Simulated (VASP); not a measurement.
**HfC (relaxed from the zinc blende structure, space group F-43m): computed properties**

Method: PBEsol GGA, VASP's PBE PAW potentials (set 64) (plane waves; VASP 6.6.1).

For HfC, the space group is F-43m (216) and the cell comes out as a = b = c = 4.993 Å, α = β = γ = 90.00°. The volume per atom comes out as 15.56 Å³/atom and the band gap (over mesh and band path) is 0.19 eV. The smallest direct gap (over mesh and band path) is 0.19 eV. The band-edge character is direct, W to W and the density comes out as 10.16 g/cm³.

```
CELL_PARAMETERS angstrom
      0.00000     2.49671     2.49671
      2.49671     0.00000     2.49671
      2.49671     2.49671     0.00000
ATOMIC_POSITIONS crystal
  Hf 0.00000 0.00000 0.00000
  C  0.25000 0.25000 0.25000
```

Unless said otherwise, spin-orbit coupling is left out, though it shifts the bands of the heavy elements here.

The structure was generated: HfC was put into the zinc blende type (F-43m), which need not be its known phase. It was relaxed first, which changed the volume by -36 %. Symmetry was kept, so distortions that lower it aren't found.
